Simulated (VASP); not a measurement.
Given:

```xyz
2
Lattice="0.0000 3.3858 3.3858 3.3858 0.0000 3.3858 3.3858 3.3858 0.0000" Properties=species:S:1:pos:R:3 pbc="T T T"
K      0.0000     0.0000     0.0000
Br     3.3858     3.3858     3.3858
```

Method: HSEsol screened hybrid, VASP's PBE PAW potentials (set 64) (plane waves; VASP). Run with 520 eV cut-off, 6×6×6 Γ-centred mesh, Gaussian smearing of 0.050 eV, potentials K_sv Br.

Q: Give the stress tensor in GPa (positive for a compressed cell).

A: 
```
-1.21   0.00   0.00
 0.00  -1.21   0.00
 0.00   0.00  -1.21
```
The pressure is its mean diagonal, -1.21 GPa.

The compound is KBr in the rock salt structure. This cell is one point of a volume scan, at 1.03 of the reference volume. The cell's shape comes from a PBE relaxation.
